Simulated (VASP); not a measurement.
# Relaxed cell of Bi4Te3 (Pilsenite): a test of cutoff and mesh, part 2 of 2

How far does the relaxed cell of Bi4Te3 (Pilsenite) depend on cutoff and k mesh? The starting structure is a measured crystal structure from the Crystallography Open Database. The first relaxation on each setting starts from this cell expanded by 3 % in volume.

VASP 6.6.1.

Results so far: reference 33.72 Å³ an atom; a cutoff of 240 eV 33.24 Å³ an atom; a 5×5×5 mesh 33.69 Å³ an atom.

## (5) Relaxation with a cutoff of 600 eV

Level of this step: PBEsol; plane waves and PAW (Bi_d, Te) (VASP).

Against step 2 the input has ENCUT = 600. This run starts from the cell of an earlier relaxation, which isn't shown; the restart sets up the plane waves anew.

File INCAR:

```
SYSTEM = Bi4Te3
PREC = Accurate
ENCUT = 600
EDIFF = 1E-06
NELM = 100
ISMEAR = 1
SIGMA = 0.15
LREAL = .FALSE.
ALGO = Normal
GGA = PS
NBANDS = 48
LORBIT = 11
LWAVE = .FALSE.
LCHARG = .FALSE.
KPAR = 8
IBRION = 2
NSW = 50
ISIF = 3
EDIFFG = -0.006
```

File POSCAR:

```
Bi4Te3
1.0
   -4.4404918498      0.0000000000      0.0000000000
    2.2202459249     -3.8455787473      0.0000000000
    2.2202459249      1.2818595824     13.8189861319
Bi Te
4 3
Direct
    0.7067520158      0.8533760079      0.5601280237
    0.2932479842      0.1466239921      0.4398719763
    0.5713213068      0.2856606534      0.8569819602
    0.4286786932      0.7143393466      0.1430180398
    0.1557690376      0.5778845188      0.7336535564
    0.8442309624      0.4221154812      0.2663464436
    0.0000000000      0.0000000000      0.0000000000
```

File KPOINTS:

```
Automatic mesh
0
Gamma
8 8 8
0 0 0
```

PAW data sets: Bi_d and Te (PBE family, release 64).

Command:

```console
$ mpirun -np 8 vasp_std
```

Log:

```text
[... set-up lines as in an earlier step ...]
 entering main loop
       N       E                     dE             d eps       ncg     rms          rms(c)
DAV:   1     0.880561146379E+03    0.88056E+03   -0.39639E+04  6240   0.188E+03
DAV:   2     0.856010999403E+02   -0.79496E+03   -0.77466E+03  6256   0.499E+02
DAV:   3    -0.229800056298E+02   -0.10858E+03   -0.10429E+03  7592   0.192E+02
DAV:   4    -0.289481484211E+02   -0.59681E+01   -0.58837E+01  7280   0.445E+01
[...]
DAV:  12    -0.289356214080E+02   -0.46023E-05   -0.79598E-05  7320   0.447E-02    0.213E-02
DAV:  13    -0.289356225134E+02   -0.11055E-05   -0.15513E-05  7656   0.196E-02    0.736E-03
DAV:  14    -0.289356223897E+02    0.12374E-06   -0.16904E-06  4816   0.732E-03
   1 F= -.28935622E+02 E0= -.28936211E+02  d E =-.289356E+02
[...]
N       E                     dE             d eps       ncg     rms          rms(c)
DAV:   1    -0.289357154726E+02   -0.92959E-04   -0.44591E-03  9072   0.512E-01    0.522E-02
DAV:   2    -0.289356400421E+02    0.75431E-04   -0.17909E-04  7856   0.124E-01    0.216E-02
DAV:   3    -0.289356252808E+02    0.14761E-04   -0.54856E-05  8216   0.641E-02    0.445E-03
DAV:   4    -0.289356260108E+02   -0.73000E-06   -0.23420E-06  4464   0.106E-02
   2 F= -.28935626E+02 E0= -.28936214E+02  d E =-.362114E-05
 trial-energy change:   -0.000004  1 .order   -0.000010   -0.000013   -0.000007
 step:   2.2476(harm=  2.2476)  dis= 0.00077  next Energy=   -28.935637 (dE=-0.143E-04)
 reached required accuracy - stopping structural energy minimisation
```

Wall time 90 s (8 MPI ranks of Intel Xeon 6975P-C (Granite Rapids), shared host); peak memory 7.3 GiB; 12 min of CPU time.

From OUTCAR (step 5):

```text
  Total       -0.0142342     -0.0142342     -0.0023092      0.0000000      0.0000000      0.0000000
  in kB       -0.0966778     -0.0966778     -0.0156839      0.0000000      0.0000000      0.0000000
  external PRESSURE =      -0.0696798 kB  Pullay stress =       0.0000000 kB

 POSITION                                       TOTAL-FORCE (eV/Angst)
 -----------------------------------------------------------------------------------
      0.00000     -2.56338      7.73971        -0.000000     -0.000000      0.002002
     -0.00000     -0.00000      6.07818         0.000000      0.000000     -0.002002
      0.00000     -0.00000     11.84203         0.000000     -0.000000      0.003470
     -0.00000     -2.56338      1.97586        -0.000000      0.000000     -0.003470
      2.21995     -1.28169     10.13774         0.000000     -0.000000      0.002614
     -2.21995     -1.28169      3.68016        -0.000000      0.000000     -0.002614
     -4.43990      0.00000      0.00000         0.000000      0.000000      0.000000
 -----------------------------------------------------------------------------------
    total drift:                                0.000000      0.000000      0.000000

  FREE ENERGIE OF THE ION-ELECTRON SYSTEM (eV)
  ---------------------------------------------------
  free  energy   TOTEN  =       -28.9356260108 eV

  energy  without entropy=      -28.9373907944  energy(sigma->0) =      -28.93621427

[... 2 parts as in an earlier step ...]

[... 2 further parts left out ...]
[key lines of the parts left out:]
E-fermi :   6.5135
```

With a cutoff of 600 eV the cell ends at 33.699 Å³ an atom, -0.06 % from the reference.

## (6) Relaxation with a 12×12×12 mesh

Against step 2 the input has a 12×12×12 mesh. This run starts from the cell of an earlier relaxation, which isn't shown; the restart sets up the plane waves anew.

Changes to INCAR since step 5:

```diff
@@ -2,3 +2,3 @@
 PREC = Accurate
-ENCUT = 600
+ENCUT = 450
 EDIFF = 1E-06
```

File POSCAR:

```
Bi4Te3
1.0
   -4.4385613403      0.0000000000      0.0000000000
    2.2192806702     -3.8439068770      0.0000000000
    2.2192806702      1.2813022923     13.8245082899
Bi Te
4 3
Direct
    0.7067821153      0.8533910577      0.5601731730
    0.2932178847      0.1466089423      0.4398268270
    0.5714644541      0.2857322270      0.8571966811
    0.4285355459      0.7142677730      0.1428033189
    0.1557767780      0.5778883890      0.7336651670
    0.8442232220      0.4221116110      0.2663348330
    0.0000000000      0.0000000000      0.0000000000
```

File KPOINTS:

```
Automatic mesh
0
Gamma
12 12 12
0 0 0
```

Command:

```console
$ mpirun -np 8 vasp_std
```

Log:

```text
[... set-up lines as in an earlier step ...]
 entering main loop
       N       E                     dE             d eps       ncg     rms          rms(c)
DAV:   1     0.796939697355E+03    0.79694E+03   -0.34288E+04 18144   0.154E+03
DAV:   2     0.698117223136E+02   -0.72713E+03   -0.70817E+03 18280   0.437E+02
DAV:   3    -0.242122219213E+02   -0.94024E+02   -0.90579E+02 22248   0.174E+02
DAV:   4    -0.289979353182E+02   -0.47857E+01   -0.47344E+01 20928   0.409E+01
[...]
DAV:  12    -0.289270525945E+02   -0.45765E-05   -0.80290E-05 21408   0.462E-02    0.197E-02
DAV:  13    -0.289270536096E+02   -0.10151E-05   -0.15472E-05 20296   0.193E-02    0.728E-03
DAV:  14    -0.289270534284E+02    0.18120E-06   -0.19738E-06 14688   0.745E-03
   1 F= -.28927053E+02 E0= -.28927747E+02  d E =-.289271E+02
[...]
reached required accuracy - stopping structural energy minimisation
```

Wall time 1.7 min (8 MPI ranks); peak memory 10 GiB; 13 min of CPU time.

OUTCAR, selected parts (step 6):

```text
  Total        0.0253768      0.0253768      0.0257004     -0.0000000     -0.0000000      0.0000000
  in kB        0.1723786      0.1723786      0.1745766     -0.0000000     -0.0000000      0.0000000
  external PRESSURE =       0.1731112 kB  Pullay stress =       0.0000000 kB

 POSITION                                       TOTAL-FORCE (eV/Angst)
 -----------------------------------------------------------------------------------
      0.00000     -2.56260      7.74412        -0.000000      0.000000     -0.001268
     -0.00000      0.00000      6.08039         0.000000     -0.000000      0.001268
     -0.00000      0.00000     11.85032         0.000000     -0.000000      0.003481
      0.00000     -2.56260      1.97419        -0.000000      0.000000     -0.003481
      2.21928     -1.28130     10.14256         0.000000     -0.000000      0.001650
     -2.21928     -1.28130      3.68195        -0.000000      0.000000     -0.001650
      0.00000      0.00000      0.00000        -0.000000     -0.000000      0.000000
 -----------------------------------------------------------------------------------
    total drift:                                0.000000     -0.000000      0.000000

  FREE ENERGIE OF THE ION-ELECTRON SYSTEM (eV)
  ---------------------------------------------------
  free  energy   TOTEN  =       -28.9270534284 eV

  energy  without entropy=      -28.9291344365  energy(sigma->0) =      -28.92774710

[... 1 part as in an earlier step ...]

[... 3 further parts left out ...]
[key lines of the parts left out:]
E-fermi :   6.5277
```

With a 12×12×12 mesh the cell ends at 33.695 Å³ an atom, -0.08 % from the reference.

## (7) The runs compared

| run | volume (Å³/atom) | change (%) | pressure left (GPa) | core minutes |
| --- | --- | --- | --- | --- |
| reference | 33.721 | - | 0.0 | 99.6 |
| a cutoff of 240 eV | 33.236 | -1.44 | -0.01 | 26.7 |
| a 5×5×5 mesh | 33.685 | -0.1 | 0.01 | 27.6 |
| a cutoff of 600 eV | 33.699 | -0.06 | -0.01 | 108.0 |
| a 12×12×12 mesh | 33.695 | -0.08 | 0.02 | 157.0 |

Core minutes are wall time times ranks, summed over the relaxations behind a row (those for a bulk modulus apart), on shared hosts.

## (8) Summary of results

```json
{
 "volume of the reference": "33.72 Å³/atom",
 "volume against the reference, a cutoff of 240 eV": "-1.44 %",
 "volume against the reference, a 5×5×5 mesh": "-0.10 %",
 "volume against the reference, a cutoff of 600 eV": "-0.06 %",
 "volume against the reference, a 12×12×12 mesh": "-0.08 %"
}
```

In words: The volume moves most with a cutoff of 240 eV: -1.44 % against the reference (450 eV, 8×8×8 mesh). On finer settings it changes by -0.06 % with a cutoff of 600 eV and -0.08 % with a 12×12×12 mesh. A cell that shrinks at the lower cutoff is the usual mark of Pulay stress, the error that a plane-wave basis makes when it is kept while the volume changes. Further runs on this material are not shown.

[Lines on the potential files, build, host, timing and source positions are cut from VASP's logs without a mark.]

[Logs are printed without paths, hosts, clocks, repeated set-up lines and the standing remarks that a program may print on its own settings, such as how far it seeks lower states.]

[Hosts, paths, dates, database ids (printed as entryN), source tags and the programs' standing remarks are cut or masked in the printed files.]
